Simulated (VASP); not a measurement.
VASP runs on YP (space group I4_1md) share one base input (PBE GGA, plane waves, VASP's PBE PAW potentials (set 64)) and change the settings named in each case.

File POSCAR:
```
YP
1
   -1.8906180000     1.8906180000     6.4007000000
    1.8906180000    -1.8906180000     6.4007000000
    1.8906180000     1.8906180000    -6.4007000000
Y P
2 2
Direct
  0.7500000000   0.7500000000   0.0000000000
  0.5000000000   0.0000000000   0.5000000000
  0.1660000000   0.1660000000   0.0000000000
  0.9160000000   0.4160000000   0.5000000000
```

**INCAR**
```
# general
SYSTEM   =  YP
PREC     =  Accurate
ENCUT    =  300
LREAL    =  .FALSE.
LASPH    =  .TRUE.

# electronic loop
EDIFF    =  1E-6
NELM     =  100
ALGO     =  Normal
LMAXMIX  =  4

# smearing
ISMEAR   =  -1
SIGMA    =  0.1

# functional
GGA      =  PE

# ions
ISIF     =  2

# output
LWAVE    =  .FALSE.
LCHARG   =  .FALSE.
```

**KPOINTS**
```
Automatic
0
gamma
6 6 6
```

POTCAR, in this order: Y_sv P (PBE.64 set). Program: vasp_std.

```
change                                                                                                                                      E(σ→0) (eV/atom)  pressure (GPa)  largest force (eV/Å)  −TS (eV)
------------------------------------------------------------------------------------------------------------------------------------------  ----------------  --------------  --------------------  --------
base run                                                                                                                                             -7.1710            0.80                 0.138   -0.0255
GGA removed, POTCAR Y_sv P (LDA.64 set)                                                                                                              -7.7743             [?]                   [?]       [?]
GGA_COMPAT = .FALSE., LNONCOLLINEAR = .TRUE., LSORBIT = .TRUE., MAGMOM = 0.0 0.0 0.0 0.0 0.0 0.0 0.0 0.0 0.0 0.0 0.0 0.0, program vasp_ncl           -7.1953            0.79                 0.138   -0.0255
KPOINTS 7×7×7 Γ-centred mesh                                                                                                                         -7.1731            0.79                 0.131   -0.0238
```

Complete the blanks.

- GGA removed, POTCAR Y_sv P (LDA.64 set), pressure (GPa): -4.00
- GGA removed, POTCAR Y_sv P (LDA.64 set), largest force (eV/Å): 0.123
- GGA removed, POTCAR Y_sv P (LDA.64 set), −TS (eV): -0.0312

Energies of different potentials or functionals have different zeros.  At 300 eV the pressure can carry a Pulay error.

Left out are runs that ran out of time, are held back, or changed the cell or the kind of run, fixed moments of cells without a moment, rows past the twelfth, gaps on odd meshes, pressures of charged cells and columns that move by less than the noise.

The structure was generated: YP was put into an ordered model structure, which need not be its known phase. The cell was not relaxed at this level, forces remain on its atoms, its lattice was scaled by up to 2.5 %.
